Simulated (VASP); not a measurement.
Data:

```
NiSb
1.0
    1.96500    -3.40348     0.00000
    1.96500     3.40348     0.00000
    0.00000     0.00000     5.13000
Ni Sb
2 2
Direct
  0.00000   0.00000   0.50000
  0.00000   0.00000   0.00000
  0.33333   0.66667   0.25000
  0.66667   0.33333   0.75000
```

All values below come from PBE GGA + U (Dudarev), VASP's PBE PAW potentials (set 64) (plane waves; VASP 6.6.1). Run with 400 eV cut-off, 8×8×6 Γ-centred mesh, first-order Methfessel-Paxton smearing of 0.10 eV, potentials Ni Sb, U − J: Ni 5.00 eV.

Give the stress tensor in GPa (positive for a compressed cell).

```
-1.70   0.00   0.00
 0.00  -1.70   0.00
 0.00   0.00  -0.84
```
The pressure is its mean diagonal, -1.41 GPa.

The compound is NiSb in the NiAs type structure. The cell was not relaxed at this level. The run is one of a series of settings (LDAU = .TRUE., LDAUJ = 0 0, LDAUL = 2 -1, LDAUTYPE = 2, LDAUU = 5.0 0, LMAXMIX = 2 against the base run), some of them coarse on purpose. The run is not spin-polarised, so no magnetic state was tried.
